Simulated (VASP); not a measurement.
These are revPBE GGA, VASP's PBE PAW potentials (set 64) (plane waves; VASP) values and carry that method's errors.

VASP input:

POSCAR:
```
PtS2
1
    3.4034850000     0.0000000000     0.0000000000
   -1.7017430000     2.9475040000     0.0000000000
    0.0000000000     0.0000000000    16.7926240000
Pt S
1 2
Direct
  0.0000000000   0.0000000000   0.5000000000
  0.3333330000   0.6666670000   0.5831500000
  0.6666670000   0.3333330000   0.4168500000
```

File KPOINTS:
```
Automatic
0
G
9 9 1
```

### INCAR
```
SYSTEM = PtS2
PREC = Accurate; ENCUT = 300; LREAL = F
LASPH = T
EDIFF = 1E-05; NELM = 100; ALGO = Normal
LMAXMIX = 6
ISMEAR = -1; SIGMA = 0.136
GGA = RE
ISIF = 2
LWAVE = F; LCHARG = F
```

POTCAR, in this order: Pt S (PBE.64 set). Program: vasp_std.

Output of the run:

**OUTCAR**
```
 ion  position               nearest neighbor table
   1  0.000  0.000  0.500-   2 2.41   3 2.41   2 2.41   3 2.41   3 2.41   2 2.41
   2  0.333  0.667  0.583-   1 2.41   1 2.41   1 2.41
   3  0.667  0.333  0.417-   1 2.41   1 2.41   1 2.41
  LATTYP: Found a hexagonal cell.
 ALAT       =     3.4034850000
 C/A-ratio  =     4.9339497603
 Subroutine PRICEL returns:
 Original cell was already a primitive cell.
 Subroutine GETGRP returns: Found 12 space group operations
The static configuration has the point symmetry D_3d.
The dynamic configuration has the point symmetry D_3d.
 Subroutine INISYM returns: Found 12 space group operations
 Subroutine IBZKPT returns following result:
 Found     12 irreducible k-points:

 Following reciprocal coordinates:
            Coordinates               Weight
  0.000000  0.000000  0.000000      1.000000
  0.111111 -0.000000  0.000000      6.000000
  0.222222 -0.000000  0.000000      6.000000
  0.333333 -0.000000  0.000000      6.000000
  0.444444 -0.000000  0.000000      6.000000
  0.111111  0.111111  0.000000      6.000000
  0.222222  0.111111  0.000000     12.000000
...
```

OSZICAR:
```
       N       E                     dE             d eps       ncg     rms          rms(c)
DAV:   1     0.139074644537E+03    0.13907E+03   -0.65865E+03   360   0.750E+02
DAV:   2    -0.287089020072E+01   -0.14195E+03   -0.13760E+03   516   0.180E+02
DAV:   3    -0.152062022198E+02   -0.12335E+02   -0.12225E+02   458   0.667E+01
DAV:   4    -0.154165831525E+02   -0.21038E+00   -0.21008E+00   495   0.102E+01
DAV:   5    -0.154212012853E+02   -0.46181E-02   -0.46168E-02   487   0.140E+00    0.181E+01
DAV:   6    -0.143888313889E+02    0.10324E+01   -0.70500E+00   409   0.274E+01    0.122E+01
DAV:   7    -0.142093948667E+02    0.17944E+00   -0.16409E+00   395   0.145E+01    0.503E+00
DAV:   8    -0.141776536181E+02    0.31741E-01   -0.10264E-01   479   0.325E+00    0.104E+00
DAV:   9    -0.141747647115E+02    0.28889E-02   -0.23013E-02   416   0.159E+00    0.251E-01
DAV:  10    -0.141751300504E+02   -0.36534E-03   -0.33180E-03   479   0.505E-01    0.159E-01
DAV:  11    -0.141751218773E+02    0.81731E-05   -0.16377E-04   479   0.147E-01    0.710E-02
DAV:  12    -0.141751209440E+02    0.93330E-06   -0.13039E-05   390   0.281E-02
   1 F= -.14175121E+02 E0= -.14173057E+02  d E =-.412838E-02
```

File OUTCAR:
```
------------------------ aborting loop because EDIFF is reached ----------------------------------------
  FORCE on cell =-STRESS in cart. coord.  units (eV):
  Direction    XX          YY          ZZ          XY          YZ          ZX
  --------------------------------------------------------------------------------------
  Total        2.3412161      2.3412154     -2.2096832     -0.0000004      0.0000000     -0.0000000
  in kB       22.2666706     22.2666635    -21.0156965     -0.0000038      0.0000000     -0.0000000
  external PRESSURE =       7.8392126 kB  Pullay stress =       0.0000000 kB
  volume of cell :      168.46
      direct lattice vectors                 reciprocal lattice vectors
     3.403485000  0.000000000  0.000000000     0.293816485  0.169635104  0.000000000
    -1.701743000  2.947504000  0.000000000     0.000000000  0.339270108  0.000000000
     0.000000000  0.000000000 16.792624000     0.000000000  0.000000000  0.059549955
 POSITION                                       TOTAL-FORCE (eV/Angst)
 -----------------------------------------------------------------------------------
      0.00000      0.00000      8.39631         0.000000      0.000000     -0.000000
     -0.00000      1.96500      9.79262        -0.000000      0.000000     -0.763374
      1.70174      0.98250      7.00001         0.000000     -0.000000      0.763374
 -----------------------------------------------------------------------------------
    total drift:                                0.000000     -0.000000      0.000000
  FREE ENERGIE OF THE ION-ELECTRON SYSTEM (eV)
  ---------------------------------------------------
  free  energy   TOTEN  =       -14.1751209440 eV

  energy  without entropy=      -14.1709925670  energy(sigma->0) =      -14.17305676
```
(Selected blocks of OUTCAR.)

At this cut-off the stress carries a Pulay error, which pulls relaxed volumes low. The cell holds a wide vacuum, so values per volume refer to the whole cell.

The cell is a sheet with vacuum, built from a generated structure.
